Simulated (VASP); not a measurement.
Calculation: LDA (Ceperley-Alder, Perdew-Zunger), VASP's LDA PAW potentials (set 64) (plane waves; VASP 6.6.1).

Input for VASP

INCAR:
```
ALGO = Normal
EDIFF = 1E-6
ENCUT = 300
ISIF = 2
ISMEAR = -1
LASPH = T
LCHARG = F
LREAL = F
LWAVE = F
NELM = 100
PREC = Accurate
SIGMA = 0.1
SYSTEM = Al
```

File KPOINTS:
```
K-points
0
gamma
  14 14 14
```

### POSCAR
```
Al
1
    0.0000000000     2.0027250000     2.0027250000
    2.0027250000     0.0000000000     2.0027250000
    2.0027250000     2.0027250000     0.0000000000
Al
1
Direct
  0.0000000000   0.0000000000   0.0000000000
```

POTCAR, in this order: Al (LDA.64 set). Program: vasp_std.

Output

### OSZICAR
```
       N       E                     dE             d eps       ncg     rms          rms(c)
DAV:   1    -0.307369312499E+01   -0.30737E+01   -0.60436E+02  1280   0.189E+02
DAV:   2    -0.420988067634E+01   -0.11362E+01   -0.10106E+01  1385   0.218E+01
DAV:   3    -0.421755829791E+01   -0.76776E-02   -0.76724E-02  1370   0.197E+00
DAV:   4    -0.421756809030E+01   -0.97924E-05   -0.97923E-05  1380   0.717E-02
DAV:   5    -0.421756810868E+01   -0.18384E-07   -0.18131E-07  1415   0.228E-03    0.146E+00
DAV:   6    -0.419953528290E+01    0.18033E-01   -0.24756E-03  1220   0.310E-01    0.819E-01
DAV:   7    -0.418784445721E+01    0.11691E-01   -0.62196E-03  1215   0.484E-01    0.168E-01
DAV:   8    -0.418781997661E+01    0.24481E-04   -0.28820E-05  1370   0.523E-02    0.129E-02
DAV:   9    -0.418781972918E+01    0.24743E-06   -0.17795E-07  1005   0.279E-03
   1 F= -.41878197E+01 E0= -.41800397E+01  d E =-.155601E-01
```

OUTCAR:
```
------------------------ aborting loop because EDIFF is reached ----------------------------------------
  FORCE on cell =-STRESS in cart. coord.  units (eV):
  Direction    XX          YY          ZZ          XY          YZ          ZX
  --------------------------------------------------------------------------------------
  Total       -0.1445535     -0.1445535     -0.1445535      0.0000000     -0.0000000      0.0000000
  in kB      -14.4160165    -14.4160165    -14.4160165      0.0000000     -0.0000000      0.0000000
  external PRESSURE =     -14.4160165 kB  Pullay stress =       0.0000000 kB
  volume of cell :       16.07
      direct lattice vectors                 reciprocal lattice vectors
     0.000000000  2.002725000  2.002725000    -0.249659838  0.249659838  0.249659838
     2.002725000  0.000000000  2.002725000     0.249659838 -0.249659838  0.249659838
     2.002725000  2.002725000  0.000000000     0.249659838  0.249659838 -0.249659838
 POSITION                                       TOTAL-FORCE (eV/Angst)
 -----------------------------------------------------------------------------------
      0.00000      0.00000      0.00000         0.000000      0.000000      0.000000
 -----------------------------------------------------------------------------------
    total drift:                                0.000000     -0.000000     -0.000000
  FREE ENERGIE OF THE ION-ELECTRON SYSTEM (eV)
  ---------------------------------------------------
  free  energy   TOTEN  =        -4.1878197292 eV

  energy  without entropy=       -4.1722595950  energy(sigma->0) =       -4.18003966
```
(Selected blocks of OUTCAR.)

The structure is a typed Al crystal (Fm-3m). The cell was not relaxed at this level. The run is one of a series of settings (GGA removed, POTCAR Al (LDA.64 set) against the base run), some of them coarse on purpose.
